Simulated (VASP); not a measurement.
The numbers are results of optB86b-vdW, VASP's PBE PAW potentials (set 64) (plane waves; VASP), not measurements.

VASP ran on this input.

INCAR:
```
SYSTEM = AgCl
PREC = Accurate
ENCUT = 520
EDIFF = 1E-7
NELM = 100
ALGO = Normal
LREAL = .FALSE.
LASPH = .TRUE.
ISMEAR = 0
SIGMA = 0.05
GGA = MK
PARAM1 = 0.1234
PARAM2 = 1.0
LUSE_VDW = .TRUE.
AGGAC = 0.0
LMAXMIX = 4
LWAVE = .FALSE.
LCHARG = .FALSE.
ISIF = 2
```

**KPOINTS**
```
Automatic mesh
0
Gamma
8 8 8
0 0 0
```

### POSCAR
```
AgCl
1.0
  0.0000000000   2.7010769060   2.7010769060
  2.7010769060   0.0000000000   2.7010769060
  2.7010769060   2.7010769060   0.0000000000
Ag Cl
1 1
direct
  0.0000000000   0.0000000000   0.0000000000
  0.5000000000   0.5000000000   0.5000000000
```

POTCAR, in this order: Ag Cl (PBE.64 set). Program: vasp_std.

The resulting files:

### OSZICAR
```
       N       E                     dE             d eps       ncg     rms          rms(c)
DAV:   1     0.109444433376E+03    0.10944E+03   -0.90374E+03   778   0.127E+03
DAV:   2     0.323817447332E+01   -0.10621E+03   -0.10013E+03   874   0.259E+02
DAV:   3    -0.908176332365E+00   -0.41464E+01   -0.41258E+01   889   0.549E+01
DAV:   4    -0.942353748318E+00   -0.34177E-01   -0.34174E-01   854   0.555E+00
DAV:   5    -0.942826254612E+00   -0.47251E-03   -0.47250E-03   909   0.660E-01    0.782E+00
DAV:   6    -0.778001387660E+00    0.16482E+00   -0.34008E-01   817   0.835E+00    0.508E+00
DAV:   7    -0.775401245823E+00    0.26001E-02   -0.98312E-02   774   0.252E+00    0.222E+00
DAV:   8    -0.774529855951E+00    0.87139E-03   -0.48753E-03   789   0.905E-01    0.274E-01
DAV:   9    -0.774558439648E+00   -0.28584E-04   -0.70120E-04   834   0.358E-01    0.303E-02
DAV:  10    -0.774597703105E+00   -0.39263E-04   -0.48766E-05   764   0.797E-02    0.180E-02
DAV:  11    -0.774603751252E+00   -0.60481E-05   -0.69788E-06   779   0.263E-02    0.467E-03
DAV:  12    -0.774603724676E+00    0.26577E-07   -0.32385E-07   904   0.704E-03
   1 F= -.77460372E+00 E0= -.77460372E+00  d E =-.178883E-12
```

### OUTCAR
```
------------------------ aborting loop because EDIFF is reached ----------------------------------------
  FORCE on cell =-STRESS in cart. coord.  units (eV):
  Direction    XX          YY          ZZ          XY          YZ          ZX
  --------------------------------------------------------------------------------------
  Total        0.9093953      0.9093953      0.9093953     -0.0000000      0.0000000      0.0000000
  in kB       36.9677024     36.9677024     36.9677024     -0.0000000      0.0000000      0.0000000
  external PRESSURE =      36.9677024 kB  Pullay stress =       0.0000000 kB
  volume of cell :       39.41
      direct lattice vectors                 reciprocal lattice vectors
     0.000000000  2.701076906  2.701076906    -0.185111353  0.185111353  0.185111353
     2.701076906  0.000000000  2.701076906     0.185111353 -0.185111353  0.185111353
     2.701076906  2.701076906  0.000000000     0.185111353  0.185111353 -0.185111353
  FREE ENERGIE OF THE ION-ELECTRON SYSTEM (eV)
  ---------------------------------------------------
  free  energy   TOTEN  =        -0.7746037247 eV

  energy  without entropy=       -0.7746037247  energy(sigma->0) =       -0.77460372
```
(Selected blocks of OUTCAR.)

**OUTCAR**
```
 val. band max:        4.7585387575   @ k =   0.5000   0.0000   0.0000

 cond. band min:       5.6150355569   @ k =   0.0000   0.0000   0.0000


 Fermi energy:         4.9910540557

 k-point     1 :       0.0000    0.0000    0.0000
  band No.  band energies     occupation
      1     -10.9023      2.00000
      2       1.9471      2.00000
      3       1.9471      2.00000
      4       1.9471      2.00000
      5       2.0044      2.00000
      6       2.0044      2.00000
      7       2.1192      2.00000
      8       2.1192      2.00000
      9       2.1192      2.00000
     10       5.6150      0.00000
     11      15.5819      0.00000
     12      15.5819      0.00000
     13      15.5819      0.00000

 k-point     2 :       0.1250    0.0000    0.0000
  band No.  band energies     occupation
      1     -10.8275      2.00000
      2       1.1736      2.00000
      3       1.2420      2.00000
      4       1.2420      2.00000
      5       2.0140      2.00000
      6       2.0140      2.00000
      7       2.2938      2.00000
      8       2.9633      2.00000
      9       2.9633      2.00000
     10       6.3793      0.00000
     11      14.1700      0.00000
     12      15.2643      0.00000
     13      15.2643      0.00000

 k-point     3 :       0.2500    0.0000    0.0000
  band No.  band energies     occupation
      1     -10.6377      2.00000
      2       0.0267      2.00000
      3       0.6036      2.00000
      4       0.6036      2.00000
      5       2.1668      2.00000
      6       2.1668      2.00000
      7       2.4668      2.00000
      8       3.8297      2.00000
      9       3.8297      2.00000
     10       7.7487      0.00000
     11      12.5236      0.00000
     12      13.9048      0.00000
     13      13.9048      0.00000

 k-point     4 :       0.3750    0.0000    0.0000
  band No.  band energies     occupation
      1     -10.4327      2.00000
      2      -0.8485      2.00000
      3       0.1983      2.00000
...
```

The compound is AgCl in the rock salt structure. This cell is one point of a volume scan, at 0.94 of the reference volume.
